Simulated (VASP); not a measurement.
Output of a VASP run:

File OSZICAR:
```
       N       E                     dE             d eps       ncg     rms          rms(c)
DAV:   1     0.112860238465E+03    0.11286E+03   -0.10057E+04  2080   0.139E+03
DAV:   2    -0.248170035089E+02   -0.13768E+03   -0.13317E+03  2410   0.346E+02
DAV:   3    -0.302533611858E+02   -0.54364E+01   -0.53664E+01  3331   0.602E+01
DAV:   4    -0.303623231455E+02   -0.10896E+00   -0.10893E+00  2627   0.809E+00
DAV:   5    -0.303645659649E+02   -0.22428E-02   -0.22427E-02  3195   0.930E-01    0.249E+01
DAV:   6    -0.275149364290E+02    0.28496E+01   -0.81207E+00  2506   0.210E+01    0.103E+01
DAV:   7    -0.274670551384E+02    0.47881E-01   -0.96969E-01  3164   0.653E+00    0.363E+00
DAV:   8    -0.274664265039E+02    0.62863E-03   -0.12709E-01  2447   0.345E+00    0.815E-01
DAV:   9    -0.274624185645E+02    0.40079E-02   -0.21451E-02  2590   0.127E+00    0.136E-01
DAV:  10    -0.274623309647E+02    0.87600E-04   -0.90123E-04  2623   0.273E-01    0.472E-02
DAV:  11    -0.274623353194E+02   -0.43546E-05   -0.27098E-05  2735   0.560E-02    0.189E-02
DAV:  12    -0.274623338289E+02    0.14905E-05   -0.42322E-06  2589   0.226E-02    0.320E-03
DAV:  13    -0.274623337211E+02    0.10780E-06   -0.79447E-07  2785   0.789E-03    0.147E-03
DAV:  14    -0.274623337247E+02   -0.35375E-08   -0.45511E-08  1285   0.250E-03
   1 F= -.27462334E+02 E0= -.27462338E+02  d E =-.274623E+02
       N       E                     dE             d eps       ncg     rms          rms(c)
DAV:   1    -0.274627050517E+02   -0.37133E-03   -0.18975E-02  2215   0.139E+00    0.982E-02
DAV:   2    -0.274625129980E+02    0.19205E-03   -0.42611E-04  2365   0.182E-01    0.546E-02
DAV:   3    -0.274624366904E+02    0.76308E-04   -0.19913E-04  2395   0.126E-01    0.115E-02
DAV:   4    -0.274624364046E+02    0.28578E-06   -0.40414E-06  2336   0.187E-02    0.467E-03
DAV:   5    -0.274624363380E+02    0.66639E-07   -0.14622E-07  1980   0.370E-03
   2 F= -.27462436E+02 E0= -.27462432E+02  d E =-.102613E-03
```

File OUTCAR:
```
------------------------ aborting loop because EDIFF is reached ----------------------------------------
  FORCE on cell =-STRESS in cart. coord.  units (eV):
  Direction    XX          YY          ZZ          XY          YZ          ZX
  --------------------------------------------------------------------------------------
  Total        1.4880739      1.4880745      1.5080835      0.0000000      0.0000000     -0.0000000
  in kB       82.7002934     82.7003225     83.8123344      0.0000000      0.0000000     -0.0000000
  external PRESSURE =      83.0709835 kB  Pullay stress =       0.0000000 kB
  volume of cell :       28.83
      direct lattice vectors                 reciprocal lattice vectors
     1.552430657 -2.688889245  0.000000000     0.322075577 -0.185950389 -0.000000000
     1.552430657  2.688889245  0.000000000     0.322075577  0.185950389 -0.000000000
     0.000000000 -0.000000000  3.453129947    -0.000000000  0.000000000  0.289592345
 POSITION                                       TOTAL-FORCE (eV/Angst)
 -----------------------------------------------------------------------------------
      3.10486     -0.00000      0.00000        -0.000000     -0.000000     -0.000000
      1.55243      0.89630      1.72656         0.000000     -0.000000     -0.000000
      1.55243     -0.89630      1.72656        -0.000000      0.000000      0.000000
 -----------------------------------------------------------------------------------
    total drift:                               -0.000000     -0.000000     -0.000000
  FREE ENERGIE OF THE ION-ELECTRON SYSTEM (eV)
  ---------------------------------------------------
  free  energy   TOTEN  =       -27.4624363380 eV

  energy  without entropy=      -27.4624244030  energy(sigma->0) =      -27.46243236

 reached required accuracy - stopping structural energy minimisation
```
(Selected blocks of OUTCAR.)

**POSCAR**
```
ZrB2
1
    1.5511940330    -2.6867473269     0.0000000000
    1.5511940330     2.6867473269     0.0000000000
    0.0000000000     0.0000000000     3.4586378938
Zr B
1 2
Direct
  0.0000000000   0.0000000000   0.0000000000
  0.3333330000   0.6666670000   0.5000000000
  0.6666670000   0.3333330000   0.5000000000
```

Problem. Reconstruct the remaining input files.

Solution. This is not unique; one that fits is the input of the run itself, LDA (Ceperley-Alder, Perdew-Zunger), plane waves, VASP's LDA PAW potentials (set 64).

### INCAR
```
ALGO  =  Normal
EDIFF  =  1E-7
EDIFFG  =  -0.01
ENCUT  =  520
IBRION  =  2
ISIF  =  4
ISMEAR  =  1
LASPH  =  .TRUE.
LCHARG  =  .FALSE.
LMAXMIX  =  4
LREAL  =  .FALSE.
LWAVE  =  .FALSE.
NELM  =  100
NSW  =  30
PREC  =  Accurate
SIGMA  =  0.1
SYSTEM  =  ZrB2
```

KPOINTS:
```
kpoints
0
G
  11 11 9
0 0 0
```

POTCAR, in this order: Zr_sv B (LDA.64 set). Program: vasp_std.

The compound is ZrB2 in the AlB2 type structure. This cell is one point of a volume scan, at 0.97 of the reference volume. Symmetry was kept, so distortions that lower it aren't found.
